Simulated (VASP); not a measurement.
Here is the system:

```yaml
crystal:
  lattice:
    - [-1.48633, 1.48633, 1.48633]
    - [1.48633, -1.48633, 1.48633]
    - [1.48633, 1.48633, -1.48633]
  atoms:
    - { symbol: V, position: [0.00000, 0.00000, 0.00000] }
```

Level of theory: rev-vdW-DF2, VASP's PBE PAW potentials (set 64) (plane waves; VASP). Run with 520 eV cut-off, Gaussian smearing of 0.050 eV, potentials V_sv.

Task: What does the run give for the band gap (along the path) with the smallest direct gap where there is one?

Result: 
```
Quantity                                                      Value
-------------------------  ----------------------------------------
band gap (along the path)  none (metal, semimetal or under 0.01 eV)
```

The compound is V in the bcc structure. It was relaxed first, which changed the volume by -6 %. The run is not spin-polarised, so no magnetic state was tried.
